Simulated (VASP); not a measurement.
Level of theory: optB88-vdW, VASP's PBE PAW potentials (set 64) (plane waves; VASP 6.6.1).

VASP input:

INCAR:
```
AGGAC  =  0.0
ALGO  =  Normal
EDIFF  =  1E-7
ENCUT  =  520
GGA  =  BO
ISIF  =  2
ISMEAR  =  -5
LASPH  =  .TRUE.
LCHARG  =  .TRUE.
LEFG  =  .TRUE.
LMAXMIX  =  4
LORBIT  =  11
LREAL  =  .FALSE.
LUSE_VDW  =  .TRUE.
LWAVE  =  .FALSE.
NEDOS  =  601
NELM  =  100
PARAM1  =  0.1833333333
PARAM2  =  0.22
PREC  =  Accurate
SYSTEM  =  TiO2
```

KPOINTS:
```
kpoints
0
G
  9 9 9
0 0 0
```

File POSCAR:
```
TiO2
1.0
 -1.9022350853   1.9022350853   4.7954071354
  1.9022350853  -1.9022350853   4.7954071354
  1.9022350853   1.9022350853  -4.7954071354
Ti O
2 4
Cartesian
  0.0000000000   1.9022350853   2.3977035677
  1.9022350853   1.9022350853  -4.7954071354
  0.0000000000   1.9022350853   0.4003140180
  0.0000000000  -0.0000000000   7.5934247211
  1.9022350853   1.9022350853  -2.7980175857
  0.0000000000   1.9022350853   4.3950931174
```

POTCAR, in this order: Ti_sv O (PBE.64 set). Program: vasp_std.

The resulting files:

File OSZICAR:
```
       N       E                     dE             d eps       ncg     rms          rms(c)
DAV:   1     0.698248966975E+03    0.69825E+03   -0.25107E+04  4200   0.199E+03
DAV:   2     0.580650615000E+02   -0.64018E+03   -0.61931E+03  4660   0.577E+02
DAV:   3    -0.547998322138E+02   -0.11286E+03   -0.11155E+03  6352   0.216E+02
DAV:   4    -0.600287700623E+02   -0.52289E+01   -0.52240E+01  5824   0.491E+01
DAV:   5    -0.602611140659E+02   -0.23234E+00   -0.23229E+00  5884   0.829E+00    0.326E+01
DAV:   6    -0.428167272063E+02    0.17444E+02   -0.12970E+02  5392   0.105E+02    0.125E+01
DAV:   7    -0.422385743409E+02    0.57815E+00   -0.20066E+01  5472   0.353E+01    0.801E+00
DAV:   8    -0.422041436122E+02    0.34431E-01   -0.42293E+00  5356   0.190E+01    0.370E+00
DAV:   9    -0.420661462982E+02    0.13800E+00   -0.12286E+00  5648   0.961E+00    0.993E-01
DAV:  10    -0.420754300632E+02   -0.92838E-02   -0.74418E-02  4896   0.236E+00    0.230E-01
DAV:  11    -0.420745130640E+02    0.91700E-03   -0.63077E-03  4928   0.568E-01    0.727E-02
DAV:  12    -0.420746024882E+02   -0.89424E-04   -0.65372E-04  6084   0.218E-01    0.678E-02
DAV:  13    -0.420745662068E+02    0.36281E-04   -0.26443E-04  5936   0.143E-01    0.126E-02
DAV:  14    -0.420745667209E+02   -0.51407E-06   -0.11013E-05  5320   0.248E-02    0.373E-03
DAV:  15    -0.420745670878E+02   -0.36689E-06   -0.85770E-07  5572   0.832E-03    0.298E-03
DAV:  16    -0.420745670643E+02    0.23465E-07   -0.58800E-07  4888   0.694E-03
   1 F= -.42074567E+02 E0= -.42074567E+02  d E =0.000000E+00
```

**OUTCAR**
```
------------------------ aborting loop because EDIFF is reached ----------------------------------------
  FORCE on cell =-STRESS in cart. coord.  units (eV):
  Direction    XX          YY          ZZ          XY          YZ          ZX
  --------------------------------------------------------------------------------------
  Total        0.0301459      0.0301459      0.0801602      0.0000000      0.0000000      0.0000000
  in kB        0.6958657      0.6958657      1.8503569      0.0000000      0.0000000      0.0000000
  external PRESSURE =       1.0806961 kB  Pullay stress =       0.0000000 kB
  volume of cell :       69.41
      direct lattice vectors                 reciprocal lattice vectors
    -1.902235085  1.902235085  4.795407135     0.000000000  0.262848690  0.104266434
     1.902235085 -1.902235085  4.795407135     0.262848690  0.000000000  0.104266434
     1.902235085  1.902235085 -4.795407135     0.262848690  0.262848690  0.000000000
 POSITION                                       TOTAL-FORCE (eV/Angst)
 -----------------------------------------------------------------------------------
      0.00000      1.90224      2.39770        -0.000000     -0.000000     -0.000000
      0.00000      0.00000      0.00000        -0.000000     -0.000000     -0.000000
      0.00000      1.90224      0.40031        -0.000000      0.000000     -0.002615
      0.00000      0.00000      7.59342         0.000000     -0.000000     -0.002615
      0.00000      0.00000      1.99739         0.000000     -0.000000      0.002615
      0.00000      1.90224      4.39509        -0.000000      0.000000      0.002615
 -----------------------------------------------------------------------------------
    total drift:                               -0.000000     -0.000000      0.000000
  FREE ENERGIE OF THE ION-ELECTRON SYSTEM (eV)
  ---------------------------------------------------
  free  energy   TOTEN  =       -42.0745670643 eV

  energy  without entropy=      -42.0745670643  energy(sigma->0) =      -42.07456706

 total charge

# of ion       s       p       d       tot
------------------------------------------
    1        2.216   6.286   1.730  10.232
    2        2.216   6.286   1.730  10.232
    3        1.564   3.500   0.000   5.064
    4        1.564   3.500   0.000   5.064
    5        1.564   3.500   0.000   5.064
    6        1.564   3.500   0.000   5.064
--------------------------------------------------
tot         10.688  26.571   3.461  40.720

 Electric field gradients after diagonalization (V/A^2)
 (convention: |V_zz| > |V_xx| > |V_yy|)
----------------------------------------------------------------------
 ion       V_xx      V_yy      V_zz     asymmetry (V_yy - V_xx)/ V_zz
----------------------------------------------------------------------
   1      -5.796    -5.795    11.591       0.000
   2      -5.796    -5.795    11.591       0.000
   3     -10.050    -5.106    15.156       0.326
   4     -10.050    -5.106    15.156       0.326
   5     -10.050    -5.106    15.156       0.326
   6     -10.050    -5.106    15.156       0.326
```
(Selected blocks of OUTCAR.)

**OUTCAR**
```
 val. band max:        3.0086491724   @ k =  -0.4444   0.4444   0.0000

 cond. band min:       5.0444176054   @ k =   0.0000   0.0000   0.0000


 Fermi energy:         3.0201042955

 k-point     1 :       0.0000    0.0000    0.0000
  band No.  band energies     occupation
      1     -53.3909      2.00000
      2     -53.3360      2.00000
      3     -29.9251      2.00000
      4     -29.7008      2.00000
      5     -29.7008      2.00000
      6     -29.6362      2.00000
      7     -29.6362      2.00000
      8     -29.5684      2.00000
      9     -14.4768      2.00000
     10     -13.4960      2.00000
     11     -13.3776      2.00000
     12     -13.0338      2.00000
     13      -0.8453      2.00000
     14      -0.7362      2.00000
     15      -0.7362      2.00000
     16      -0.3890      2.00000
     17       0.9672      2.00000
     18       0.9672      2.00000
     19       1.0208      2.00000
     20       2.2055      2.00000
     21       2.2055      2.00000
     22       2.2128      2.00000
     23       2.5372      2.00000
     24       2.5372      2.00000
     25       5.0444      0.00000
     26       5.7349      0.00000
     27       6.8218      0.00000
     28       6.8263      0.00000

 k-point     2 :       0.1111    0.0000   -0.0000
  band No.  band energies     occupation
      1     -53.3895      2.00000
      2     -53.3370      2.00000
      3     -29.9219      2.00000
      4     -29.7156      2.00000
      5     -29.7019      2.00000
      6     -29.6421      2.00000
      7     -29.6345      2.00000
      8     -29.5686      2.00000
      9     -14.4129      2.00000
     10     -13.4621      2.00000
     11     -13.3595      2.00000
     12     -13.0227      2.00000
     13      -0.9316      2.00000
     14      -0.8476      2.00000
     15      -0.7248      2.00000
     16      -0.3985      2.00000
     17       0.9098      2.00000
     18       0.9507      2.00000
     19       1.1058      2.00000
     20       1.9361      2.00000
...
```

The compound is TiO2 in the anatase structure, one of several forms; rutile is the usual stable one. It was relaxed first.
